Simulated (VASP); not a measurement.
Computed with r2SCAN+rVV10, VASP's PBE PAW potentials (set 64) (plane waves; VASP).

A VASP calculation is set up with these files.

**INCAR**
```
! general
SYSTEM   = InAs
PREC     = Accurate
ENCUT    = 520
LREAL    = .FALSE.
LASPH    = .TRUE.

! electronic loop
EDIFF    = 1E-6
NELM     = 100
ALGO     = Normal
LMAXMIX  = 4
LMIXTAU  = .TRUE.

! smearing
ISMEAR   = 0
SIGMA    = 0.05

! functional
METAGGA  = R2SCAN
LUSE_VDW = .TRUE.
BPARAM   = 11.95
CPARAM   = 0.0093

! ions
IBRION   = 2
NSW      = 60
ISIF     = 3
EDIFFG   = -0.01

! output
LWAVE    = .FALSE.
LCHARG   = .FALSE.
```

**POSCAR**
```
InAs
1
    0.0000000000     3.0300000000     3.0300000000
    3.0300000000     0.0000000000     3.0300000000
    3.0300000000     3.0300000000     0.0000000000
In As
1 1
Direct
  0.0000000000   0.0000000000   0.0000000000
  0.2500000000   0.2500000000   0.2500000000
```

KPOINTS:
```
K-points
0
G
7 7 7
0 0 0
```

POTCAR, in this order: In_d As (PBE.64 set). Program: vasp_std.

What will the output report for the number of irreducible k-points (NKPTS), largest plane-wave count, number of space-group operations, FFT grid (NGX, NGY, NGZ)?

```yaml
number of irreducible k-points (NKPTS): 20
largest_plane_wave_count: 1511
number_of_space_group_operations: 24
FFT grid (NGX, NGY, NGZ): 32 × 32 × 32
```

The compound is InAs in the zinc blende structure. This run relaxes it. Symmetry was kept, so distortions that lower it aren't found.
